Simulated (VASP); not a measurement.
# Hf: energy against the displacement of an atom

Hf (hcp, P6_3/mmc, 20.844 Å³/atom and stress up to 0.24 GPa in the relaxed cell, c along z) under a displacement u of the Hf atom at (1.561, -0.901, 3.703) Å, one of 2 in the cell, and of all its periodic images, along (1, 0, 0). LDA in VASP (plane waves, PAW), 480 eV, 18×18×10 Γ-centred mesh, Methfessel-Paxton smearing 0.10 eV; the cell and the other atoms are held. Against the start cell, which lies near the measured one, the relaxed cell differs by -6.3 % in volume and -2.2 % in c; the values below rest on it.

Here q stands for square of the displacement and y for E less E0.

```csv
square of the displacement (Å²),E less E0 (meV/cell)
0.0000,0.0
0.0004,0.4
0.0016,1.5
0.0049,4.6
0.0324,?
```

**Question.** Fit y against q with a straight line, and predict the withheld value at q = 0.0324.

**Answer.** Means: q 0.0017250, y 1.62. About the means, the sum of products is 0.013888 and the sum of squares of q is 1.4827e-5; the slope is their ratio. Least squares gives y = 0.01 + 937·q. Residuals (row less fit): -0.01, 0.02, -0.01, 0.00; standard error 0.01 (degrees of freedom: 2). The runs give the same energy for u and −u. Twice the slope is the force constant of this zone-centre displacement, 1.874 ± 0.008 eV/Å². At the withheld row, y = 0.01 + 937 × 0.0324 = 30.37 meV/cell. The calculation gives 28.9 meV/cell, 1.47 meV/cell below the prediction (5.1 % of the range of y in the table). The row lies outside the fitted rows, so this is an extrapolation. The scatter of the fitted rows lies at the last printed digit.

A polynomial of degree 2 through the 6 other runs of the series gives 29.0 there, so most of the miss is curvature that the fit leaves out. In a metal these values are sensitive to mesh and smearing; energies are taken to zero smearing, stresses follow the free energy. Rows are the converged runs of the series near zero and its far end, less any whose ions stayed unrelaxed beside relaxed ones; series whose fitted rows scatter by over a few per cent of the range, as at a crossing or softening among them, aren't shown in this form. Most that stay on the fit to the last digits aren't either.
